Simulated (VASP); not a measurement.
Here is the system:

```xyz
3
Lattice="-1.6772 1.6772 5.1084 1.6772 -1.6772 5.1084 1.6772 1.6772 -5.1084" Properties=species:S:1:pos:R:3 pbc="T T T"
Yb     0.0000     0.0000     0.0000
Si     0.0000     0.0000     2.9864
Si     0.0000     0.0000     7.2305
```

Level of theory: r2SCAN meta-GGA, VASP's PBE PAW potentials (set 64) (plane waves; VASP). Numerical set-up: 400 eV cut-off, 12×12×12 Γ-centred mesh, first-order Methfessel-Paxton smearing of 0.10 eV, potentials Yb_2 Si.

The 4f electrons are frozen in the core of the lanthanide potential, so 4f levels, which can set the real gap, and their magnetism are missing.

Problem. Estimate the energy per atom (σ→0), band gap (on the k-mesh) with the smallest direct gap where there is one.

Solution. 
```json
{
  "band gap (on the k-mesh)": "none (metal, semimetal or under 0.01 eV)",
  "energy per atom (σ→0)": "-17.250 eV/atom"
}
```

Only differences to runs with the same potentials and settings are physical.

The structure was generated: YbSi2 was put into the MoSi2 type (I4/mmm), which need not be its known phase. It was relaxed first. The start is the result of an earlier pass.
